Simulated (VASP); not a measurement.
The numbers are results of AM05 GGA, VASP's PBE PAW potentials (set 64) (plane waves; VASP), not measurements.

Input for VASP

POSCAR:
```
Tm
1
    1.7700000000    -3.0657300000     0.0000000000
    1.7700000000     3.0657300000     0.0000000000
    0.0000000000     0.0000000000     5.5500000000
Tm
2
Direct
  0.3333330000   0.6666670000   0.2500000000
  0.6666670000   0.3333330000   0.7500000000
```

### KPOINTS
```
Regular mesh
0
gamma
 11 11 6
0 0 0
```

**INCAR**
```
! general
SYSTEM  = Tm
PREC    = Accurate
ENCUT   = 520
LREAL   = .FALSE.
LASPH   = .TRUE.

! electronic loop
EDIFF   = 1E-6
NELM    = 100
ALGO    = Normal
LMAXMIX = 6

! smearing
ISMEAR  = 1
SIGMA   = 0.1

! functional
GGA     = AM

! ions
IBRION  = 2
NSW     = 60
ISIF    = 3
EDIFFG  = -0.01

! output
LWAVE   = .FALSE.
LCHARG  = .FALSE.
```

POTCAR, in this order: Tm_3 (PBE.64 set). Program: vasp_std.

Output of the run:

File OSZICAR:
```
       N       E                     dE             d eps       ncg     rms          rms(c)
DAV:   1     0.666321508486E+02    0.66632E+02   -0.84592E+03  1664   0.131E+03
DAV:   2    -0.477449263855E+01   -0.71407E+02   -0.70302E+02  1682   0.409E+02
DAV:   3    -0.926050439281E+01   -0.44860E+01   -0.42242E+01  2706   0.626E+01
DAV:   4    -0.937312681558E+01   -0.11262E+00   -0.11113E+00  2637   0.843E+00
DAV:   5    -0.937450588006E+01   -0.13791E-02   -0.13786E-02  2410   0.823E-01    0.237E+01
DAV:   6    -0.935819784792E+01    0.16308E-01   -0.37040E-02  2627   0.223E+00    0.141E+01
DAV:   7    -0.936379420728E+01   -0.55964E-02   -0.66105E-02  2526   0.288E+00    0.363E-01
DAV:   8    -0.936338245437E+01    0.41175E-03   -0.33396E-03  2157   0.528E-01    0.818E-02
DAV:   9    -0.936338505730E+01   -0.26029E-05   -0.27127E-04  2731   0.176E-01    0.274E-02
DAV:  10    -0.936338055305E+01    0.45043E-05   -0.19353E-05  2274   0.392E-02    0.269E-02
DAV:  11    -0.936338057392E+01   -0.20874E-07   -0.12131E-06  1181   0.135E-02
   1 F= -.93633806E+01 E0= -.93642357E+01  d E =-.936338E+01
       N       E                     dE             d eps       ncg     rms          rms(c)
DAV:   1    -0.951387041701E+01   -0.15049E+00   -0.29053E+00  1712   0.206E+01    0.243E+00
DAV:   2    -0.942299410531E+01    0.90876E-01   -0.25292E-01  1994   0.602E+00    0.108E+00
DAV:   3    -0.937711119481E+01    0.45883E-01   -0.90954E-02  2480   0.329E+00    0.391E-01
DAV:   4    -0.937691087218E+01    0.20032E-03   -0.54209E-03  2252   0.759E-01    0.288E-01
DAV:   5    -0.937713914558E+01   -0.22827E-03   -0.86711E-04  2263   0.295E-01    0.230E-02
DAV:   6    -0.937712711184E+01    0.12034E-04   -0.53794E-05  2636   0.694E-02    0.132E-02
DAV:   7    -0.937712340035E+01    0.37115E-05   -0.40872E-06  1574   0.182E-02    0.170E-03
DAV:   8    -0.937712319996E+01    0.20039E-06   -0.32575E-07   992   0.867E-03
   2 F= -.93771232E+01 E0= -.93779755E+01  d E =-.137426E-01
       N       E                     dE             d eps       ncg     rms          rms(c)
DAV:   1    -0.938003512469E+01   -0.29117E-02   -0.53505E-02  1757   0.279E+00    0.334E-01
DAV:   2    -0.937833620710E+01    0.16989E-02   -0.45594E-03  1997   0.819E-01    0.148E-01
DAV:   3    -0.937749624173E+01    0.83997E-03   -0.17018E-03  2480   0.447E-01    0.508E-02
DAV:   4    -0.937749209739E+01    0.41443E-05   -0.10025E-04  2291   0.104E-01    0.374E-02
DAV:   5    -0.937749703818E+01   -0.49408E-05   -0.15722E-05  2264   0.396E-02    0.298E-03
DAV:   6    -0.937749693665E+01    0.10153E-06   -0.58206E-07   905   0.869E-03
   3 F= -.93774969E+01 E0= -.93783111E+01  d E =-.141164E-01
       N       E                     dE             d eps       ncg     rms          rms(c)
DAV:   1    -0.937753450922E+01   -0.37471E-04   -0.85253E-04  1696   0.356E-01    0.436E-02
DAV:   2    -0.937750669024E+01    0.27819E-04   -0.77112E-05  1999   0.109E-01    0.192E-02
DAV:   3    -0.937749296654E+01    0.13724E-04   -0.26775E-05  2488   0.561E-02    0.627E-03
DAV:   4    -0.937749285845E+01    0.10809E-06   -0.13677E-06   983   0.138E-02
   4 F= -.93774929E+01 E0= -.93783031E+01  d E =-.141123E-01
       N       E                     dE             d eps       ncg     rms          rms(c)
DAV:   1    -0.937909395561E+01   -0.16010E-02   -0.49449E-02  1734   0.177E+00    0.172E-01
DAV:   2    -0.937839784894E+01    0.69611E-03   -0.18650E-03  2508   0.585E-01    0.102E-01
DAV:   3    -0.937802770514E+01    0.37014E-03   -0.42761E-04  2513   0.202E-01    0.494E-02
DAV:   4    -0.937802941301E+01   -0.17079E-05   -0.71372E-05  2382   0.702E-02    0.215E-02
DAV:   5    -0.937802928640E+01    0.12661E-06   -0.19116E-06  1155   0.167E-02
   5 F= -.93780293E+01 E0= -.93788529E+01  d E =-.536428E-03
       N       E                     dE             d eps       ncg     rms          rms(c)
DAV:   1    -0.937866148241E+01   -0.63207E-03   -0.24699E-02  1734   0.125E+00    0.122E-01
DAV:   2    -0.937831582766E+01    0.34565E-03   -0.92834E-04  2523   0.413E-01    0.716E-02
DAV:   3    -0.937813184620E+01    0.18398E-03   -0.21505E-04  2513   0.143E-01    0.334E-02
DAV:   4    -0.937813279262E+01   -0.94642E-06   -0.35327E-05  2337   0.492E-02    0.147E-02
DAV:   5    -0.937813277963E+01    0.12993E-07   -0.79976E-07   951   0.117E-02
   6 F= -.93781328E+01 E0= -.93789756E+01  d E =-.639921E-03
```

OUTCAR:
```
------------------------ aborting loop because EDIFF is reached ----------------------------------------
  FORCE on cell =-STRESS in cart. coord.  units (eV):
  Direction    XX          YY          ZZ          XY          YZ          ZX
  --------------------------------------------------------------------------------------
  Total       -0.0121989     -0.0121989     -0.0103791      0.0000000      0.0000000      0.0000000
  in kB       -0.3377300     -0.3377300     -0.2873462      0.0000000      0.0000000      0.0000000
  external PRESSURE =      -0.3209354 kB  Pullay stress =       0.0000000 kB
  volume of cell :       57.87
      direct lattice vectors                 reciprocal lattice vectors
     1.754971147 -3.039699262 -0.000000000     0.284904969 -0.164489957  0.000000000
     1.754971147  3.039699262 -0.000000000     0.284904969  0.164489957  0.000000000
    -0.000000000 -0.000000000  5.424158884     0.000000000  0.000000000  0.184360381
 POSITION                                       TOTAL-FORCE (eV/Angst)
 -----------------------------------------------------------------------------------
      1.75497      1.01324      1.35604        -0.000000     -0.000000      0.000000
      1.75497     -1.01324      4.06812         0.000000      0.000000      0.000000
 -----------------------------------------------------------------------------------
    total drift:                               -0.000001      0.000068     -0.000012
  FREE ENERGIE OF THE ION-ELECTRON SYSTEM (eV)
  ---------------------------------------------------
  free  energy   TOTEN  =        -9.3781327796 eV

  energy  without entropy=       -9.3806613466  energy(sigma->0) =       -9.37897564

 reached required accuracy - stopping structural energy minimisation
```
(Selected blocks of OUTCAR.)

File CONTCAR:
```
Tm
   1.00000000000000
     1.7549711473823972   -3.0396992618723826   -0.0000000000000000
     1.7549711473823972    3.0396992618723826   -0.0000000000000000
    -0.0000000000000000   -0.0000000000000000    5.4241588842493762
  Tm
     2
Direct
     0.3333330000000032    0.6666669999999968    0.2500000000000000
     0.6666669999999968    0.3333330000000032    0.7500000000000000
```

The 4f electrons are frozen in the core of the lanthanide potential, so 4f levels, which can set the real gap, and their magnetism are missing. Energy and stress use the plane-wave basis of the starting cell.

The compound is Tm in the hcp structure. This run relaxes it. Symmetry was kept, so distortions that lower it aren't found.
